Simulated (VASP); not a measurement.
All values below come from PBEsol GGA, VASP's PBE PAW potentials (set 64) (plane waves; VASP 6.6.1).

VASP input:

**POSCAR**
```
LuCo3B2
1
    4.9176400000     0.0000000000     0.0000000000
   -2.4588200000     4.2588010000     0.0000000000
    0.0000000000     0.0000000000     2.9677400000
Lu Co B
1 3 2
Direct
  0.0000000000   0.0000000000   0.0000000000
  0.5000000000   0.5000000000   0.5000000000
  0.0000000000   0.5000000000   0.5000000000
  0.5000000000   0.0000000000   0.5000000000
  0.6666670000   0.3333330000   0.0000000000
  0.3333330000   0.6666670000   0.0000000000
```

File KPOINTS:
```
Automatic mesh
0
Gamma
8 8 11
0 0 0
```

**INCAR**
```
ALGO  =  Normal
EDIFF  =  1E-6
EDIFFG  =  -0.01
ENCUT  =  400
GGA  =  PS
IBRION  =  2
ISIF  =  3
ISMEAR  =  0
LASPH  =  .TRUE.
LCHARG  =  .FALSE.
LMAXMIX  =  6
LREAL  =  .FALSE.
LWAVE  =  .FALSE.
NELM  =  100
NSW  =  50
PREC  =  Accurate
SIGMA  =  0.272
SYSTEM  =  LuCo3B2
```

POTCAR, in this order: Lu_3 Co B (PBE.64 set). Program: vasp_std.

**Question.** What will the output report for the number of irreducible k-points (NKPTS), largest plane-wave count, number of space-group operations, FFT grid (NGX, NGY, NGZ)?

**Answer.** 
| Property | Value |
|---|---|
| number of irreducible k-points (NKPTS) | 60 |
| largest plane-wave count | 1140 |
| number of space-group operations | 24 |
| FFT grid (NGX, NGY, NGZ) | 32 × 32 × 20 |

The structure comes from a computed database's LuCo3B2 entry (P6/mmm); how it stands against other phases isn't given here. This run relaxes it. Symmetry was kept, so distortions that lower it aren't found. The run is one of a series of settings (EDIFFG = -0.01, IBRION = 2, ISIF = 3, NSW = 50 against the base run), some of them coarse on purpose. The run is not spin-polarised, so no magnetic state was tried.
